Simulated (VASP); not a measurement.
Given:

```
LiH
1.0
    0.00000     1.95234     1.95234
    1.95234     0.00000     1.95234
    1.95234     1.95234     0.00000
Li H
1 1
Direct
  0.00000   0.00000   0.00000
  0.50000   0.50000   0.50000
```

Computed with PBE GGA with D3 dispersion (zero damping), VASP's PBE PAW potentials (set 64) (plane waves; VASP). Numerical set-up: 520 eV cut-off, Gaussian smearing of 0.050 eV, potentials Li_sv H.

### Question
Give the energies of bands 2 to 4 at the high-symmetry points, in eV from the valence-band maximum.

### Answer

```tsv
band	Γ	X	U	L	W
2	-5.74	0.00	-0.58	-2.86	-0.28
3	17.13	2.92	4.13	5.12	5.33
4	18.71	11.21	7.86	14.36	5.33
```

The gap is direct, 2.92 eV, from the valence maximum at X to the conduction minimum at X.

The compound is LiH in the rock salt structure. It was relaxed first, which changed the volume by -12 %.
